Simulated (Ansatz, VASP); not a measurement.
# LaP: VASP beside Ansatz

Contents of INCAR:

```
PREC = Accurate
ENCUT = 600
EDIFF = 1E-6
ISMEAR = 0
SIGMA = 0.05
LREAL = F
LASPH = T
NELM = 80
ALGO = Normal
ISIF = 3
LWAVE = F
LCHARG = F
GGA = CA
IBRION = 2
NSW = 80
EDIFFG = -0.005
```

File KPOINTS:

```
Automatic mesh
0
Gamma
  12 12 12
```

The input POSCAR:

```
LaP
1.0
    0.0000000000      3.0150000000      3.0150000000
    3.0150000000      0.0000000000      3.0150000000
    3.0150000000      3.0150000000      0.0000000000
La P
1 1
Direct
    0.0000000000      0.0000000000      0.0000000000
    0.5000000000      0.5000000000      0.5000000000
```

Input for Ansatz:

```yaml
crystal:
  lattice:
    - [0.0, 3.015, 3.015]
    - [3.015, 0.0, 3.015]
    - [3.015, 3.015, 0.0]
  atoms:
    - { symbol: La, position: [0.0, 0.0, 0.0] }
    - { symbol: P, position: [0.5, 0.5, 0.5] }
scf:
  occupations: { method: gaussian, width: 0.05 }
output:
  forces: true
  stress: true
  eigenvalues: true
  write_density: true
  write_potential: true
  elf: true
  volumetric_format: npy
kpoints:
  mp_grid: { grid: [12, 12, 12] }
hamiltonian:
  xc: lda
relax:
  f_tol: 0.005
  max_steps: 60
  cell: { stress_tol: 0.03 }
```

Alike in both runs: task relaxation of cell and atoms; functional LDA; k mesh 12 × 12 × 12; occupations gaussian, width 0.05 eV; no spin polarisation.

```csv
,VASP,Ansatz
version,VASP 6.6.1,Ansatz 0.2.0
potentials or method,"VASP PAW LDA potentials, release 64 (La, P)","scalar-relativistic, plane waves, PAW"
plane-wave cutoff (eV),600,420
valence electrons in the cell,16,16
```

```csv
,VASP,Ansatz,Ansatz less VASP
"gap on the k mesh at the Fermi level, each at its own relaxed structure (eV)",none,none,-
relaxed volume (Å³/atom),26.19,26.18,-0.005
relaxed cell length with the largest relative difference (Å),4.200,4.199,-0.0003
energy change over the relaxation (meV/atom),-14,-13,+0.1
```

A gap of «none» marks a metal or a gap that the smearing closes.

The runs have no spin-orbit coupling, so splittings on La are missing.
